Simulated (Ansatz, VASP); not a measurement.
# Two plane-wave programs on MgBeTe3

```
Mg Be Te
1.0
     4.10477    0.00000    0.00000
     0.00000    4.10477    0.00000
     0.00000    0.00000    7.42485
Mg Be Te
1 1 3
Cartesian
  0.0000 0.0000 0.0000
  2.0524 2.0524 3.7124
  2.0524 2.0524 5.6987
  2.0524 2.0524 1.7261
  0.0000 0.0000 3.7124
```

Alike in both runs: task single point; functional PBE; k mesh 4 × 4 × 4; occupations gaussian, width 0.1 eV; no spin polarisation.

```csv
,VASP,Ansatz
version,VASP 6.6.1,Ansatz 0.2.0
potentials or method,"VASP PAW PBE potentials, release 64 (Mg, Be, Te)","scalar-relativistic, plane waves, PAW"
plane-wave cutoff (eV),520,420
valence electrons in the cell,22,60
```

Ansatz gave:

| Item | Value |
| --- | --- |
| gap on the k mesh at the Fermi level (eV) | none |
| pressure (GPa) | 7.4 |
| largest component of the traceless stress (GPa) | 19.39 |
| rms of the force components (eV/Å) | 2.052 |

Problem. Which values does VASP return?

Solution. gap on the k mesh at the Fermi level (eV): none; pressure (GPa): 7.4; largest component of the traceless stress (GPa): 19.59; rms of the force components (eV/Å): 2.075.

Atom by atom the forces differ by 0.023 eV/Å (rms over components). A gap of «none» marks a metal or a gap that the smearing closes. The functional is the same, so the differences come from potentials, cutoffs and numerics. The two sets of potentials don't hold the same shells in valence.

Caveats: the k mesh is coarse (spacing up to 0.38 Å⁻¹), so the values aren't converged; forces of over 1 eV/Å show positions far from the minimum, so gaps and moduli don't describe the material at rest. Spin-orbit coupling is left out, which matters for the levels of Te.
